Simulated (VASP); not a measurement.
Here is the system:

```
LiCl
1.0
    0.00000     2.45568     2.45568
    2.45568     0.00000     2.45568
    2.45568     2.45568     0.00000
Li Cl
1 1
Cartesian
  0.00000   0.00000   0.00000
  2.45568   2.45568   2.45568
```

Method: LDA (Ceperley-Alder, Perdew-Zunger), VASP's LDA PAW potentials (set 64) (plane waves; VASP). Run with 520 eV cut-off, 9×9×9 Γ-centred mesh, Gaussian smearing of 0.050 eV, potentials Li_sv Cl.

Problem. Give the stress tensor in GPa (positive for a compressed cell).

Solution. 
```
1.32  0.00  0.00
0.00  1.32  0.00
0.00  0.00  1.32
```
The pressure is its mean diagonal, 1.32 GPa.

The compound is LiCl in the rock salt structure. This cell is one point of a volume scan, at 0.97 of the reference volume.
